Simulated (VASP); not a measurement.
# A point defect in a supercell of Sc3BC3, part 2 of 3

Aim: the formation energy and local structure of a point defect in Sc3BC3. The cell is invented: other elements were put on sites of a known structure type. It may not be a known or stable phase.

VASP 6.6.1, plane waves and PAW; the level of theory is named at each step.

So far. Step 2 (Relaxing the host crystal): The run ended after 3 ionic steps, 0.380 eV below its first step, once forces and stress met EDIFFG = -0.02.

**3. The perfect supercell**

Level of this step: LDA; plane waves and PAW (Sc_sv, B, C); invented cell (VASP).

System of this step: Sc3BC3. The cell holds 84 atoms: 36 Sc, 12 B and 36 C. Its edges and angles: a = 9.244 Å, b = 9.244 Å, c = 13.866 Å, α = 90.0°, β = 90.0°, γ = 90.0°. It derives from Sc3BC3.

The same cell, mesh and cutoff without the defect give the energy to subtract and, in a gapped host, the band edges to count from, so that most errors cancel.

INCAR reads:

```
SYSTEM = Sc3BC3
PREC = Normal
ENCUT = 400
EDIFF = 1E-05
NELM = 120
ISMEAR = 1
SIGMA = 0.2
LREAL = Auto
ALGO = Fast
GGA = CA
LORBIT = 11
LWAVE = .FALSE.
LCHARG = .FALSE.
```

POSCAR reads:

```
Sc3BC3
1.0
    9.2439075222      0.0000000000      0.0000000000
    0.0000000000      9.2439075222      0.0000000000
    0.0000000000      0.0000000000     13.8658612833
Sc B C
36 12 36
Direct
    0.0000000000      0.2500000000      0.1666666667
    0.0000000000      0.2500000000      0.5000000000
    0.0000000000      0.2500000000      0.8333333333
    0.0000000000      0.7500000000      0.1666666667
    0.0000000000      0.7500000000      0.5000000000
    0.0000000000      0.7500000000      0.8333333333
    0.5000000000      0.2500000000      0.1666666667
    0.5000000000      0.2500000000      0.5000000000
    0.5000000000      0.2500000000      0.8333333333
    0.5000000000      0.7500000000      0.1666666667
    0.5000000000      0.7500000000      0.5000000000
    0.5000000000      0.7500000000      0.8333333333
    0.2500000000      0.0000000000      0.1666666667
    0.2500000000      0.0000000000      0.5000000000
    0.2500000000      0.0000000000      0.8333333333
    0.2500000000      0.5000000000      0.1666666667
    0.2500000000      0.5000000000      0.5000000000
    0.2500000000      0.5000000000      0.8333333333
    0.7500000000      0.0000000000      0.1666666667
    0.7500000000      0.0000000000      0.5000000000
    0.7500000000      0.0000000000      0.8333333333
    0.7500000000      0.5000000000      0.1666666667
    0.7500000000      0.5000000000      0.5000000000
    0.7500000000      0.5000000000      0.8333333333
    0.2500000000      0.2500000000      0.0000000000
    0.2500000000      0.2500000000      0.3333333333
    0.2500000000      0.2500000000      0.6666666667
    0.2500000000      0.7500000000      0.0000000000
    0.2500000000      0.7500000000      0.3333333333
    0.2500000000      0.7500000000      0.6666666667
    0.7500000000      0.2500000000      0.0000000000
    0.7500000000      0.2500000000      0.3333333333
    0.7500000000      0.2500000000      0.6666666667
    0.7500000000      0.7500000000      0.0000000000
    0.7500000000      0.7500000000      0.3333333333
    0.7500000000      0.7500000000      0.6666666667
    0.2500000000      0.2500000000      0.1666666667
    0.2500000000      0.2500000000      0.5000000000
    0.2500000000      0.2500000000      0.8333333333
    0.2500000000      0.7500000000      0.1666666667
    0.2500000000      0.7500000000      0.5000000000
    0.2500000000      0.7500000000      0.8333333333
    0.7500000000      0.2500000000      0.1666666667
    0.7500000000      0.2500000000      0.5000000000
    0.7500000000      0.2500000000      0.8333333333
    0.7500000000      0.7500000000      0.1666666667
    0.7500000000      0.7500000000      0.5000000000
    0.7500000000      0.7500000000      0.8333333333
    0.0000000000      0.0000000000      0.1666666667
    0.0000000000      0.0000000000      0.5000000000
    0.0000000000      0.0000000000      0.8333333333
    0.0000000000      0.5000000000      0.1666666667
    0.0000000000      0.5000000000      0.5000000000
    0.0000000000      0.5000000000      0.8333333333
    0.5000000000      0.0000000000      0.1666666667
    0.5000000000      0.0000000000      0.5000000000
    0.5000000000      0.0000000000      0.8333333333
    0.5000000000      0.5000000000      0.1666666667
    0.5000000000      0.5000000000      0.5000000000
    0.5000000000      0.5000000000      0.8333333333
    0.2500000000      0.0000000000      0.0000000000
    0.2500000000      0.0000000000      0.3333333333
    0.2500000000      0.0000000000      0.6666666667
    0.2500000000      0.5000000000      0.0000000000
    0.2500000000      0.5000000000      0.3333333333
    0.2500000000      0.5000000000      0.6666666667
    0.7500000000      0.0000000000      0.0000000000
    0.7500000000      0.0000000000      0.3333333333
    0.7500000000      0.0000000000      0.6666666667
    0.7500000000      0.5000000000      0.0000000000
    0.7500000000      0.5000000000      0.3333333333
    0.7500000000      0.5000000000      0.6666666667
    0.0000000000      0.2500000000      0.0000000000
    0.0000000000      0.2500000000      0.3333333333
    0.0000000000      0.2500000000      0.6666666667
    0.0000000000      0.7500000000      0.0000000000
    0.0000000000      0.7500000000      0.3333333333
    0.0000000000      0.7500000000      0.6666666667
    0.5000000000      0.2500000000      0.0000000000
    0.5000000000      0.2500000000      0.3333333333
    0.5000000000      0.2500000000      0.6666666667
    0.5000000000      0.7500000000      0.0000000000
    0.5000000000      0.7500000000      0.3333333333
    0.5000000000      0.7500000000      0.6666666667
```

KPOINTS reads:

```
Automatic mesh
0
Monkhorst-Pack
4 4 3
0 0 0
```

PAW data sets: Sc_sv, B and C (LDA family, release 64).

The run is started by

```bash
export OMP_NUM_THREADS=8
mpirun -np 1 vasp_std
```

What it wrote:

```text
[banner, memory and clock lines left out]
running    1 mpi-ranks, on    1 nodes
 distrk:  each k-point on    1 cores,    1 groups
 distr:  one band on    1 cores,    1 groups
 Offloading initialized ...    1 GPUs detected
 POSCAR found type information on POSCAR ScB C
 POSCAR found :  3 types and      84 ions
 LDA part: xc-table for (Slater(with rela. corr.)+CA(PZ))
 , standard interpolation
 POSCAR, INCAR and KPOINTS ok, starting setup
 FFT: planning ... GRIDC
 FFT: planning ... GRID_SOFT
 FFT: planning ... GRID
 WAVECAR not read
 entering main loop
       N       E                     dE             d eps       ncg     rms          rms(c)
DAV:   1     0.108848637260E+05    0.10885E+05   -0.20560E+05  4380   0.146E+03
DAV:   2     0.977733518683E+03   -0.99071E+04   -0.97577E+04  5636   0.784E+02
DAV:   3    -0.484287462401E+03   -0.14620E+04   -0.14134E+04  6664   0.369E+02
DAV:   4    -0.664869054210E+03   -0.18058E+03   -0.16241E+03  6896   0.975E+01
DAV:   5    -0.679493164356E+03   -0.14624E+02   -0.12994E+02  6976   0.306E+01    0.734E+01
RMM:   6    -0.607395339403E+03    0.72098E+02   -0.24988E+02  5395   0.364E+01    0.226E+01
RMM:   7    -0.615855179569E+03   -0.84598E+01   -0.15637E+02  6471   0.185E+01    0.169E+01
RMM:   8    -0.610532391169E+03    0.53228E+01   -0.12385E+01  6288   0.686E+00    0.131E+01
RMM:   9    -0.609739549412E+03    0.79284E+00   -0.27114E+00  6591   0.243E+00    0.118E+01
RMM:  10    -0.608786522009E+03    0.95303E+00   -0.56210E+00  5982   0.469E+00    0.493E+00
RMM:  11    -0.608338112125E+03    0.44841E+00   -0.23843E+00  6510   0.227E+00    0.160E+00
RMM:  12    -0.608338356412E+03   -0.24429E-03   -0.46143E-01  6595   0.816E-01    0.122E+00
RMM:  13    -0.608329114621E+03    0.92418E-02   -0.13471E-01  6629   0.448E-01    0.696E-01
RMM:  14    -0.608325085559E+03    0.40291E-02   -0.17093E-01  6341   0.671E-01    0.333E-01
RMM:  15    -0.608323916691E+03    0.11689E-02   -0.13815E-02  6004   0.202E-01    0.244E-01
RMM:  16    -0.608322808263E+03    0.11084E-02   -0.10103E-02  5743   0.162E-01    0.736E-02
RMM:  17    -0.608323094278E+03   -0.28602E-03   -0.48842E-03  5810   0.966E-02    0.785E-02
RMM:  18    -0.608323016240E+03    0.78037E-04   -0.12321E-03  5069   0.592E-02    0.305E-02
RMM:  19    -0.608323076948E+03   -0.60707E-04   -0.83440E-04  4808   0.316E-02    0.526E-03
RMM:  20    -0.608323102121E+03   -0.25173E-04   -0.25148E-04  4002   0.186E-02    0.637E-03
RMM:  21    -0.608323117540E+03   -0.15420E-04   -0.15897E-04  3619   0.133E-02    0.248E-03
RMM:  22    -0.608323124642E+03   -0.71019E-05   -0.71865E-05  3432   0.103E-02
   1 F= -.60832312E+03 E0= -.60832996E+03  d E =0.205211E-01
```

The job ended after 91 s (1 × NVIDIA H100 80GB HBM3, 81559 MiB with 1 MPI rank of AMD EPYC 7R13 (Zen 3), shared host; peak memory 2.6 GiB).

OUTCAR, selected parts (step 3):

```text
  LATTYP: Found a simple tetragonal cell.
 ALAT       =     9.2439075222
 C/A-ratio  =     1.5000000000

 Subroutine GETGRP returns: Found 16 space group operations
 (whereof 16 operations were pure point group operations)

The static configuration has the point symmetry D_4h.

 Found      6 irreducible k-points:

   k-points           NKPTS =      6   k-points in BZ     NKDIM =      6   number of bands    NBANDS=    345

   dimension x,y,z NGX =    48 NGY =   48 NGZ =   70
   dimension x,y,z NGXF=    96 NGYF=   96 NGZF=  140

   ENCUT  =  400.0 eV  29.40 Ry    5.42 a.u.  15.07 15.07 22.61*2*pi/ulx,y,z

   NELECT =     576.0000    total number of electrons

 E-fermi :   2.9335

 k-point     1 :       0.1250    0.1250    0.0000
  band No.  band energies     occupation
    ...
    290       2.8932      1.33299
    291       2.8932      1.33293
    292       2.8932      1.33293
    293       2.8951      1.31838
    294       2.8951      1.31827
    295       3.0601      0.13125
    296       3.0601      0.13125
    297       3.0601      0.13121
    298       3.0601      0.13121
    299       3.3947     -0.00526
    ...

 k-point     2 :       0.3750    0.1250    0.0000
  band No.  band energies     occupation
    ...
    285       2.8244      1.78772
    286       2.8262      1.77888
    287       2.9111      1.18821
    288       2.9805      0.61379
    289       2.9805      0.61375
    290       3.0185      0.34713
    291       3.0185      0.34708
    292       3.0309      0.27413
    293       3.0309      0.27404
    294       3.0328      0.26327
    ...

  Total       -6.5657138     -6.5657138     -6.4184071      0.0000000     -0.0000000      0.0000000
  in kB       -8.8783957     -8.8783957     -8.6792021      0.0000000     -0.0000000      0.0000000
  external PRESSURE =      -8.8119978 kB  Pullay stress =       0.0000000 kB

  energy-cutoff  :      400.00
  volume of cell :     1184.84
      direct lattice vectors                 reciprocal lattice vectors
     9.243907522  0.000000000  0.000000000     0.108179360  0.000000000  0.000000000
     0.000000000  9.243907522  0.000000000     0.000000000  0.108179360  0.000000000
     0.000000000  0.000000000 13.865861283     0.000000000  0.000000000  0.072119573

 POSITION                                       TOTAL-FORCE (eV/Angst)
 -----------------------------------------------------------------------------------
      0.00000      2.31098      2.31098         0.000000      0.000000     -0.000000
      0.00000      2.31098      6.93293        -0.000000     -0.000000     -0.000000
      0.00000      2.31098     11.55488        -0.000000     -0.000000     -0.000000
      0.00000      6.93293      2.31098        -0.000000     -0.000000      0.000000
      0.00000      6.93293      6.93293         0.000000      0.000000      0.000000
      0.00000      6.93293     11.55488         0.000000      0.000000      0.000000
      4.62195      2.31098      2.31098         0.000000      0.000000      0.000000
      4.62195      2.31098      6.93293        -0.000000     -0.000000      0.000000
      4.62195      2.31098     11.55488         0.000000      0.000000     -0.000000
      4.62195      6.93293      2.31098        -0.000000     -0.000000      0.000000
      4.62195      6.93293      6.93293         0.000000      0.000000      0.000000
      4.62195      6.93293     11.55488        -0.000000     -0.000000     -0.000000
      2.31098      0.00000      2.31098         0.000000      0.000000     -0.000000
      2.31098      0.00000      6.93293        -0.000000      0.000000     -0.000000
      2.31098      0.00000     11.55488        -0.000000      0.000000      0.000000
      2.31098      4.62195      2.31098         0.000000      0.000000      0.000000
      2.31098      4.62195      6.93293         0.000000     -0.000000      0.000000
      2.31098      4.62195     11.55488         0.000000     -0.000000     -0.000000
      6.93293      0.00000      2.31098        -0.000000      0.000000     -0.000000
      6.93293      0.00000      6.93293         0.000000     -0.000000     -0.000000
      6.93293      0.00000     11.55488         0.000000     -0.000000      0.000000
      6.93293      4.62195      2.31098         0.000000     -0.000000      0.000000
      6.93293      4.62195      6.93293        -0.000000      0.000000      0.000000
      6.93293      4.62195     11.55488         0.000000      0.000000     -0.000000
      2.31098      2.31098      0.00000         0.000000     -0.000000     -0.000000
      2.31098      2.31098      4.62195        -0.000000     -0.000000     -0.000000
      2.31098      2.31098      9.24391         0.000000      0.000000     -0.000000
      2.31098      6.93293      0.00000        -0.000000      0.000000      0.000000
      2.31098      6.93293      4.62195         0.000000     -0.000000      0.000000
      2.31098      6.93293      9.24391        -0.000000     -0.000000      0.000000
      6.93293      2.31098      0.00000        -0.000000      0.000000     -0.000000
      6.93293      2.31098      4.62195        -0.000000      0.000000      0.000000
      6.93293      2.31098      9.24391         0.000000      0.000000     -0.000000
      6.93293      6.93293      0.00000        -0.000000      0.000000      0.000000
      6.93293      6.93293      4.62195         0.000000     -0.000000      0.000000
      6.93293      6.93293      9.24391        -0.000000     -0.000000      0.000000
      2.31098      2.31098      2.31098        -0.000000      0.000000     -0.000000
      2.31098      2.31098      6.93293        -0.000000     -0.000000     -0.000000
[...]
-----------------------------------------------------------------------------------
    total drift:                                0.000000     -0.000000      0.000000

  FREE ENERGIE OF THE ION-ELECTRON SYSTEM (eV)
  ---------------------------------------------------
  free  energy   TOTEN  =      -608.3231246424 eV

  energy  without entropy=     -608.3436457085  energy(sigma->0) =     -608.32996500

 total charge
# of ion       s       p       d       tot
------------------------------------------
    1        2.246   6.250   1.229   9.725
    2        2.246   6.250   1.229   9.725
    3        2.246   6.250   1.229   9.725
    4        2.246   6.250   1.229   9.725
    5        2.246   6.250   1.229   9.725
    6        2.246   6.250   1.229   9.725
    7        2.246   6.250   1.229   9.725
    8        2.246   6.250   1.229   9.725
    9        2.246   6.250   1.229   9.725
   10        2.246   6.250   1.229   9.725
   11        2.246   6.250   1.229   9.725
   12        2.246   6.250   1.229   9.725
   13        2.246   6.250   1.229   9.725
   14        2.246   6.250   1.229   9.725
   15        2.246   6.250   1.229   9.725
   16        2.246   6.250   1.229   9.725
   17        2.246   6.250   1.229   9.725
   18        2.246   6.250   1.229   9.725
   19        2.246   6.250   1.229   9.725
   20        2.246   6.250   1.229   9.725
   21        2.246   6.250   1.229   9.725
   22        2.246   6.250   1.229   9.725
   23        2.246   6.250   1.229   9.725
   24        2.246   6.250   1.229   9.725
   25        2.246   6.250   1.230   9.726
   26        2.246   6.250   1.230   9.726
   27        2.246   6.250   1.230   9.726
   28        2.246   6.250   1.230   9.726
   29        2.246   6.250   1.230   9.726
   30        2.246   6.250   1.230   9.726
   31        2.246   6.250   1.230   9.726
   32        2.246   6.250   1.230   9.726
   33        2.246   6.250   1.230   9.726
   34        2.246   6.250   1.230   9.726
   35        2.246   6.250   1.230   9.726
   36        2.246   6.250   1.230   9.726
   37        0.817   1.014   0.000   1.831
[...]
--------------------------------------------------
tot        124.899 281.647  44.256 450.802

[... 7 further parts left out ...]
```

This step gave:

| Quantity | Value |
| --- | --- |
| electronic cycles | 22 |
| electrons | 576 |
| free energy (TOTEN) | -608.3231 eV |
| energy at zero smearing | -608.3300 eV |
| Fermi energy | 2.933 eV |

The host is treated as a metal, as its relaxation found a gap under 0.3 eV or none, and only the neutral defect is run.

(Continued in part 3 of 3.)

[Lines on the potential files, build, host, timing and source positions are cut from VASP's logs without a mark.]

[Logs are printed without paths, hosts, clocks, repeated set-up lines and the standing remarks that a program may print on its own settings, such as how far it seeks lower states.]

[Hosts, paths, dates, database ids (printed as entryN), source tags and the programs' standing remarks are cut or masked in the printed files.]

[In band tables of VASP the shares of atoms and orbitals are scaled to a sum of 1 inside the atoms' spheres.]

[Runs that stopped without an error message from VASP are left out.]
